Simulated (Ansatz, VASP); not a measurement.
# In3Sn5Te8 (Sn0.62In0.38Te, rock salt): VASP beside Ansatz, part 2 of 2

Wanted: the spread between two codes on one cell, functional and k mesh. The cell is invented: As first built, before any earlier steps moved the atoms or strained the cell (in the runner's words): 1x2x2 conventional cells of the SnTe type (32 atoms: 6 In, 10 Sn, 16 Te); Sn/In share their sites, the best of 600 random draws by like-pair counts in two shells; start lattice by linear mixing of the end members' cells; atoms moved at random by 0.02 A. It may not be a known or stable phase. Of the first pair: The structure shown is the end of the Ansatz relaxation below.

VASP 6.6.1 and Ansatz 0.2.0.

So far. Step 3 (VASP: single point, PBE, relaxed cell): The run ends at a pressure of -0.04 GPa, with forces up to 0.022 eV/Å.

## 4. Differences

Known differences besides the potentials themselves: the data sets hold 474 valence electrons in Ansatz (on its default PAW (the set named soft_2) files) and 314 in VASP; the cutoff is 520 eV in Ansatz and 500 eV in VASP (PREC = Accurate, projectors in real space); Ansatz's pressure holds a Pulay correction, VASP's none. Total energies have different zeros and are not compared.

The two programs side by side:

| quantity | Ansatz | VASP | difference |
| --- | --- | --- | --- |
| pressure (GPa) | -0.01 | -0.04 | +0.03 |

The largest component of a force difference here is 11 meV/Å.

## 5. Ansatz: relaxation, LDA

The two programs are compared at the cell with which this relaxation starts, whose forces are those of its first step. The cell compared in this pair holds 975.56 Å³, against 1028.22 Å³ for the pair before.

The structure compared here is the start of the Ansatz relaxation; VASP solves that cell, so the two are compared at the walk's first step.

input.yaml reads:

```yaml
crystal:
  lattice:
    - [6.24785, 0.0, 0.0]
    - [0.0, 12.49571, 0.0]
    - [0.0, 0.0, 12.49571]
  atoms:
    - { symbol: In, position: [0.49147, 0.00097, 0.2496] }
    - { symbol: In, position: [0.49519, 0.25111, 0.99992] }
    - { symbol: In, position: [0.00944, 0.74645, 0.24871] }
    - { symbol: In, position: [0.00016, 0.49939, 0.50104] }
    - { symbol: In, position: [0.50285, 0.50077, 0.75011] }
    - { symbol: In, position: [0.49778, 0.75029, 0.50143] }
    - { symbol: Sn, position: [0.00039, 0.99664, 0.0027] }
    - { symbol: Sn, position: [0.99842, 0.25141, 0.24921] }
    - { symbol: Sn, position: [0.00347, 0.99948, 0.50239] }
    - { symbol: Sn, position: [0.0042, 0.24897, 0.74534] }
    - { symbol: Sn, position: [0.50112, 0.99842, 0.75158] }
    - { symbol: Sn, position: [0.50122, 0.24941, 0.49849] }
    - { symbol: Sn, position: [0.99729, 0.50236, 0.00155] }
    - { symbol: Sn, position: [0.49932, 0.50053, 0.25148] }
    - { symbol: Sn, position: [0.49942, 0.74712, 0.00267] }
    - { symbol: Sn, position: [0.99898, 0.74903, 0.75005] }
    - { symbol: Te, position: [0.49696, 0.99827, 0.00037] }
    - { symbol: Te, position: [0.49775, 0.2507, 0.25066] }
    - { symbol: Te, position: [0.00637, 0.99959, 0.25016] }
    - { symbol: Te, position: [0.9983, 0.25193, 0.0008] }
    - { symbol: Te, position: [0.50128, 0.00305, 0.50049] }
    - { symbol: Te, position: [0.50092, 0.24793, 0.74723] }
    - { symbol: Te, position: [0.99841, 0.00019, 0.74828] }
    - { symbol: Te, position: [0.997, 0.25124, 0.49912] }
    - { symbol: Te, position: [0.49819, 0.49949, 0.99828] }
    - { symbol: Te, position: [0.50283, 0.75233, 0.2517] }
    - { symbol: Te, position: [0.005, 0.49688, 0.25149] }
    - { symbol: Te, position: [0.99965, 0.75225, 0.99901] }
    - { symbol: Te, position: [0.5027, 0.5029, 0.50104] }
    - { symbol: Te, position: [0.50055, 0.74981, 0.75092] }
    - { symbol: Te, position: [0.99956, 0.49822, 0.75109] }
    - { symbol: Te, position: [0.00552, 0.75073, 0.50183] }
kpoints:
  mp_grid: { grid: [4, 2, 2], shift: [0.5, 0.5, 0.5] }
hamiltonian:
  xc: lda
scf:
  occupations: { method: methfessel_paxton, width: 0.15 }
output:
  forces: true
  stress: true
relax:
  f_tol: 0.02
  max_steps: 45
  cell: { stress_tol: 0.1 }
```

Command:

```sh
> ansatz run input.yaml --threads 4 --pin off --max-ram 15360MiB --backend cpu --events-out ev --progress --plain --runs-dir out
```

Numbers of over 12 decimals in the logs are rounded to 6 here.

The log of the run:

```text
[...]
Crystal: 32 atoms, lattice volume = 975.557 Å³
Basis set: ecut = 420 eV, 19077 PW (Γ)
Bands: 285, of which v1, the nominal top of the filled ones, is band 237 counted from 1 (236 counted from 0)
Symmetry: 1 space group operations
[...]
k-points: 8 of 16 (time reversal used)
[...]
- { symbol: Te, position: [0.500420, 0.250887, 0.752157] }
    - { symbol: Te, position: [1.000423, -8.24231248678641e-5, 0.750159] }
    - { symbol: Te, position: [1.000385, 0.249883, 0.500260] }
[...]
- { symbol: Te, position: [0.500269, 0.500562, 0.502490] }
    - { symbol: Te, position: [0.500378, 0.749876, 0.750448] }
    - { symbol: Te, position: [1.000459, 0.500392, 0.748842] }
    - { symbol: Te, position: [0.000405861, 0.747684, 0.497966] }
[key lines of the parts left out:]
SCF converged after 6 iterations
Free energy (F): -200782.488497 eV
Fermi energy:    9.675790 eV
P = ⅓ Tr σ = -0.0013 GPa (-0.013 kbar)
```

## 6. VASP: single point, LDA, start cell, pair 2

The same cell, functional (in two slightly different forms), mesh and smearing now go to VASP, with its own data sets.

INCAR reads:

```
SYSTEM = In3Sn5Te8
PREC = Accurate
ENCUT = 400
EDIFF = 1E-06
NELM = 120
ISMEAR = 1
SIGMA = 0.15
LREAL = Auto
ALGO = Normal
GGA = PW92
NBANDS = 184
LORBIT = 11
LWAVE = .FALSE.
LCHARG = .FALSE.
ISIF = 2
ISYM = 0
LASPH = .TRUE.
GGA_COMPAT = .FALSE.
KPAR = 4
```

POSCAR reads:

```
In3Sn5Te8
1.0
    6.2478500000      0.0000000000      0.0000000000
    0.0000000000     12.4957100000      0.0000000000
    0.0000000000      0.0000000000     12.4957100000
In Sn Te
6 10 16
Direct
    0.4914650640      0.0009683323      0.2495976619
    0.4951943469      0.2511101810      0.9999191723
    0.0094432485      0.7464481810      0.2487093571
    0.0001600551      0.4993873898      0.5010439583
    0.5028449787      0.5007718649      0.7501134389
    0.4977872388      0.7502894994      0.5014280901
    0.0003841321      0.9966380462      0.0026969256
    0.9984234577      0.2514062826      0.2492135301
    0.0034731948      0.9994790212      0.5023884197
    0.0041934425      0.2489734477      0.7453438020
    0.5011163840      0.9984226587      0.7515779415
    0.5012124171      0.2494135987      0.4984910821
    0.9972870668      0.5023564087      0.0015525328
    0.4993237674      0.5005317825      0.2514783074
    0.4994198004      0.7471204117      0.0026729173
    0.9989836504      0.7490330681      0.7500494170
    0.4969549525      0.9982706065      0.0003681263
    0.4977552278      0.2507020409      0.2506620272
    0.0063701913      0.9995910597      0.2501578542
    0.9982954136      0.2519264612      0.0008002747
    0.5012764391      0.0030490464      0.5004917688
    0.5009243180      0.2479330906      0.7472324502
    0.9984074522      0.0001920659      0.7482808100
    0.9969989676      0.2512382250      0.4991232991
    0.4981873765      0.4994914255      0.9982786092
    0.5028289732      0.7523301997      0.2517023843
    0.0049937178      0.4968825301      0.2514863101
    0.9996558816      0.7522501723      0.9990068592
    0.5027009291      0.5029005955      0.5010439583
    0.5005561913      0.7498093346      0.7509217163
    0.9995598486      0.4982189888      0.7510897740
    0.0055218995      0.7507296504      0.5018282274
```

KPOINTS reads:

```
Points of the shifted mesh
16
Reciprocal
 0.1250000000  0.2500000000  0.2500000000 1
 0.1250000000  0.2500000000  0.7500000000 1
 0.1250000000  0.7500000000  0.2500000000 1
 0.1250000000  0.7500000000  0.7500000000 1
 0.3750000000  0.2500000000  0.2500000000 1
 0.3750000000  0.2500000000  0.7500000000 1
 0.3750000000  0.7500000000  0.2500000000 1
 0.3750000000  0.7500000000  0.7500000000 1
 0.6250000000  0.2500000000  0.2500000000 1
 0.6250000000  0.2500000000  0.7500000000 1
 0.6250000000  0.7500000000  0.2500000000 1
 0.6250000000  0.7500000000  0.7500000000 1
 0.8750000000  0.2500000000  0.2500000000 1
 0.8750000000  0.2500000000  0.7500000000 1
 0.8750000000  0.7500000000  0.2500000000 1
 0.8750000000  0.7500000000  0.7500000000 1
```

The projector-augmented-wave data sets are In_d, Sn_d and Te (LDA family, release 64).

Command:

```sh
> mpirun -np 4 vasp_std
```

The log of the run:

```text
[banner, memory and clock lines left out]
running    4 mpi-ranks, on    1 nodes
[...]
|                                                                             |
|               ----> ADVICE to this user running VASP <----                  |
|                                                                             |
|     You enforced a specific xc type in the INCAR file but a different       |
|     [... a line on the potential file left out ...]
|     I HOPE YOU KNOW WHAT YOU ARE DOING!                                     |
|                                                                             |

 LDA part: xc-table for (Slater(with rela. corr.)+PW92), standard interpolation
 POSCAR, INCAR and KPOINTS ok, starting setup
[...]
entering main loop
       N       E                     dE             d eps       ncg     rms          rms(c)
DAV:   1     0.349822016049E+04    0.34982E+04   -0.11106E+05  5888   0.169E+03
DAV:   2     0.565306243049E+03   -0.29329E+04   -0.28788E+04  5888   0.494E+02
DAV:   3    -0.640749316494E+02   -0.62938E+03   -0.59964E+03  6696   0.220E+02
DAV:   4    -0.130586906084E+03   -0.66512E+02   -0.64374E+02  6960   0.675E+01
[...]
DAV:  12    -0.133646170704E+03    0.30235E-05   -0.10240E-04  7896   0.283E-02    0.615E-02
DAV:  13    -0.133646168761E+03    0.19426E-05   -0.15871E-05  6888   0.147E-02    0.184E-02
DAV:  14    -0.133646168424E+03    0.33721E-06   -0.64479E-06  5344   0.106E-02
   1 F= -.13364617E+03 E0= -.13363298E+03  d E =-.395699E-01
```

From OUTCAR (step 6):

```text
  Total      -10.7168726     -8.6685773     -8.6328629      0.1665476     -0.0643534     -0.0051361
  in kB      -17.6005476    -14.2365887    -14.1779341      0.2735246     -0.1056890     -0.0084352
  external PRESSURE =     -15.3383568 kB  Pullay stress =       0.0000000 kB

 POSITION                                       TOTAL-FORCE (eV/Angst)
 -----------------------------------------------------------------------------------
      3.07060      0.01210      3.11890         0.156289     -0.063580      0.032227
      3.09390      3.13780     12.49470         0.039600     -0.094343     -0.051589
      0.05900      9.32740      3.10780        -0.082367      0.130130      0.165100
      0.00100      6.24020      6.26090         0.022419      0.138897      0.069132
      3.14170      6.25750      9.37320        -0.031046     -0.067692     -0.081366
      3.11010      9.37540      6.26570         0.076081     -0.023917     -0.053196
      0.00240     12.45370      0.03370        -0.028582      0.220332      0.080853
      6.23800      3.14150      3.11410         0.007656     -0.207899     -0.105595
      0.02170     12.48920      6.27770        -0.027932     -0.143563     -0.193682
      0.02620      3.11110      9.31360        -0.028277      0.120196      0.179486
      3.13090     12.47600      9.39150        -0.020720      0.068055     -0.005233
      3.13150      3.11660      6.22900        -0.027405      0.144254      0.059988
      6.23090      6.27730      0.01940         0.017057     -0.179525     -0.106954
      3.11970      6.25450      3.14240         0.039964      0.096591      0.069242
[...]
-----------------------------------------------------------------------------------
    total drift:                               -0.009685      0.027694      0.001186

  FREE ENERGIE OF THE ION-ELECTRON SYSTEM (eV)
  ---------------------------------------------------
  free  energy   TOTEN  =      -133.6461684242 eV

  energy  without entropy=     -133.6065985343  energy(sigma->0) =     -133.63297846

[... 1 part as in an earlier step ...]

[... 2 further parts left out ...]
[key lines of the parts left out:]
E-fermi :   6.4763
```

The run ends at a pressure of -1.53 GPa, with forces up to 0.24 eV/Å.

## 7. Side by side

What differs besides the data sets and the points named for the pairs above, as far as they apply: the data sets hold 474 valence electrons in Ansatz (on its default PAW (the set named soft_2) files) and 314 in VASP; the cutoff is 420 eV in Ansatz and 400 eV in VASP (PREC = Accurate, projectors in real space); VASP's log shows a relativistic correction to its local exchange, Ansatz's none. Total energies have different zeros and are not compared.

Forces on 10 of the 32 atoms, those with the largest forces and the largest differences (eV/Å; atoms numbered as in POSCAR):

| atom | Ansatz x, y, z | VASP x, y, z |
| --- | --- | --- |
| In3 | -0.081, 0.131, 0.163 | -0.082, 0.130, 0.165 |
| Sn7 | -0.027, 0.216, 0.081 | -0.029, 0.220, 0.081 |
| Sn8 | 0.008, -0.204, -0.105 | 0.008, -0.208, -0.106 |
| Sn9 | -0.027, -0.141, -0.189 | -0.028, -0.144, -0.194 |
| Sn10 | -0.028, 0.119, 0.175 | -0.028, 0.120, 0.179 |
| Sn16 | 0.025, -0.127, -0.179 | 0.026, -0.129, -0.180 |
| Te18 | 0.030, -0.077, -0.151 | 0.014, -0.071, -0.146 |
| Te25 | 0.005, -0.076, 0.009 | -0.001, -0.080, -0.005 |
| Te27 | -0.064, 0.209, 0.041 | -0.063, 0.207, 0.042 |
| Te30 | -0.012, -0.034, 0.018 | -0.004, -0.041, 0.041 |

The forces differ by 4.8 meV/Å r.m.s., which is 5.3 % of the r.m.s. force of 0.091 eV/Å (both taken over all components).

## 8. Ansatz: relaxation, LDA

This run makes the geometry at which the two programs are then compared. The cell compared in this pair holds 942.17 Å³, against 975.56 Å³ for the pair before.

The structure compared here is the end of the Ansatz relaxation.

This is the run of step 5 again, met here at its other cell.

## 9. VASP: single point, LDA, relaxed cell, pair 3

The same cell, functional (in two slightly different forms), mesh and smearing now go to VASP, with its own data sets.

INCAR, as its differences from that of step 6:

```diff
@@ -2,3 +2,3 @@
 PREC = Accurate
-ENCUT = 400
+ENCUT = 500
 EDIFF = 1E-06
```

POSCAR reads:

```
In3Sn5Te8
1.0
    6.1677490000      0.0009230000     -0.0000060000
    0.0018460000     12.3590910000      0.0007950000
   -0.0000130000      0.0007950000     12.3599830000
In Sn Te
6 10 16
Direct
    0.5002300000      0.9992300000      0.2509900000
    0.5004000000      0.2503000000      0.0006200000
    0.0004200000      0.7501600000      0.2501900000
    0.0002200000      0.4999500000      0.5005800000
    0.5006100000      0.5007200000      0.7495000000
    0.5004100000      0.7495200000      0.4999500000
    0.0002800000      0.0000900000      0.0021400000
    0.0002600000      0.2484100000      0.2497500000
    0.0002000000      0.9952700000      0.4979800000
    0.0004800000      0.2517800000      0.7504600000
    0.5004600000      0.0007800000      0.7510700000
    0.5005100000      0.2522300000      0.5007900000
    0.0002600000      0.4994000000      0.9988600000
    0.5006100000      0.5022700000      0.2526100000
    0.5003800000      0.7504300000      0.0026700000
    0.0004500000      0.7476500000      0.7455600000
    0.5002400000      0.0018300000      0.0011800000
    0.5002000000      0.2481700000      0.2487200000
    0.0002400000      0.9984100000      0.2507000000
    0.0003300000      0.2503600000      0.0006100000
    0.5002500000      0.0000100000      0.5001400000
    0.5004200000      0.2508900000      0.7521600000
    0.0004200000      0.9999200000      0.7501600000
    0.0003800000      0.2498800000      0.5002600000
    0.5002000000      0.4983900000      0.9985700000
    0.5004600000      0.7522000000      0.2509600000
    0.0004700000      0.5012400000      0.2516300000
    0.0004000000      0.7498800000      0.0002000000
    0.5002700000      0.5005600000      0.5024900000
    0.5003800000      0.7498800000      0.7504500000
    0.0004600000      0.5003900000      0.7488400000
    0.0004100000      0.7476800000      0.4979700000
```

KPOINTS is that of step 6.

Command:

```sh
> mpirun -np 4 vasp_std
```

The log of the run:

```text
[banner, memory and clock lines left out]
running    4 mpi-ranks, on    1 nodes
[...]
[... a notice as in an earlier step ...]

 LDA part: xc-table for (Slater(with rela. corr.)+PW92), standard interpolation
 POSCAR, INCAR and KPOINTS ok, starting setup
[...]
entering main loop
       N       E                     dE             d eps       ncg     rms          rms(c)
DAV:   1     0.395171762357E+04    0.39517E+04   -0.12449E+05  5888   0.196E+03
DAV:   2     0.701841913364E+03   -0.32499E+04   -0.31929E+04  5888   0.584E+02
DAV:   3    -0.447677693482E+02   -0.74661E+03   -0.71232E+03  6624   0.244E+02
DAV:   4    -0.129761403321E+03   -0.84994E+02   -0.82234E+02  7016   0.769E+01
[...]
DAV:  11    -0.133923987857E+03    0.49563E-04   -0.29762E-04  8424   0.832E-02    0.125E-01
DAV:  12    -0.133923985471E+03    0.23857E-05   -0.81357E-05  7728   0.236E-02    0.480E-02
DAV:  13    -0.133923985337E+03    0.13428E-06   -0.63038E-06  6144   0.116E-02
   1 F= -.13392399E+03 E0= -.13391190E+03  d E =-.362479E-01
```

Parts of OUTCAR (step 9):

```text
  Total        0.3370997      0.3139043      0.3153149     -0.0254752      0.0281076      0.0036355
  in kB        0.5732419      0.5337978      0.5361965     -0.0433209      0.0477974      0.0061822
  external PRESSURE =       0.5477454 kB  Pullay stress =       0.0000000 kB

 POSITION                                       TOTAL-FORCE (eV/Angst)
 -----------------------------------------------------------------------------------
      3.08713     12.35024      3.10302         0.000422     -0.001135      0.002695
      3.08680      3.09394      0.00786        -0.001169     -0.000310     -0.003058
      0.00397      9.27149      3.09294         0.005407      0.009545      0.015444
      0.00227      6.17933      6.18756         0.005082      0.003965      0.003944
      3.08855      6.18950      9.26420        -0.001123     -0.002899     -0.001492
      3.08778      9.26425      6.17997        -0.000390     -0.005322     -0.003924
      0.00173      0.00111      0.02645        -0.002568      0.001263     -0.005300
      0.00206      3.07032      3.08710        -0.000079      0.002646      0.000367
      0.00306     12.30103      6.15582         0.000826      0.009723     -0.004131
      0.00342      3.11237      9.27587         0.000996      0.004064      0.002495
      3.08670      0.01070      9.28321        -0.000556     -0.006760     -0.004134
      3.08748      3.11819      6.18995        -0.001558     -0.005115     -0.005224
      0.00251      6.17292     12.34629        -0.002459      0.000743      0.004215
      3.08856      6.20826      3.12265        -0.003693     -0.008905     -0.001952
[...]
-----------------------------------------------------------------------------------
    total drift:                                0.004051      0.003313      0.016928

  FREE ENERGIE OF THE ION-ELECTRON SYSTEM (eV)
  ---------------------------------------------------
  free  energy   TOTEN  =      -133.9239853369 eV

  energy  without entropy=     -133.8877374279  energy(sigma->0) =     -133.91190270

[... 1 part as in an earlier step ...]

[... 2 further parts left out ...]
[key lines of the parts left out:]
E-fermi :   6.9389
```

The run ends at a pressure of 0.05 GPa, with forces up to 0.022 eV/Å.

## 10. Comparison

What differs besides the data sets and the points named for the pairs above, as far as they apply: the data sets hold 474 valence electrons in Ansatz (on its default PAW (the set named soft_2) files) and 314 in VASP; the cutoff is 420 eV in Ansatz and 500 eV in VASP (PREC = Accurate, projectors in real space). Total energies have different zeros and are not compared.

Compared:

| quantity | Ansatz | VASP | difference |
| --- | --- | --- | --- |
| pressure (GPa) | 0.00 | 0.05 | -0.06 |

The largest component of a force difference here is 12 meV/Å.

## 11. Results

```json
{"difference in pressure (single point, PBE, relaxed cell)": "0.028 GPa", "r.m.s. force difference (single point, LDA, start cell, pair 2)": "4.8 meV/Å", "difference in pressure (single point, LDA, relaxed cell, pair 3)": "-0.056 GPa"}
```

The r.m.s. force difference is 4.8 meV/Å (single point, LDA, start cell, pair 2), within the 12 meV/Å picked in this series as the mark of a large difference. The data sets hold unlike numbers of valence electrons (474 in Ansatz and 314 in VASP), so part of the differences may come from the potentials. 1 further pair of this series is not shown here. Such differences can come from data sets, numerical settings and the points named under the comparisons, not from the functional's error against experiment.

[Lines on the potential files, build, host, timing and source positions are cut from VASP's logs without a mark.]

[Logs are printed without paths, hosts, clocks, repeated set-up lines and the standing remarks that a program may print on its own settings, such as how far it seeks lower states.]

[Hosts, paths, dates, database ids (printed as entryN), source tags and the programs' standing remarks are cut or masked in the printed files.]
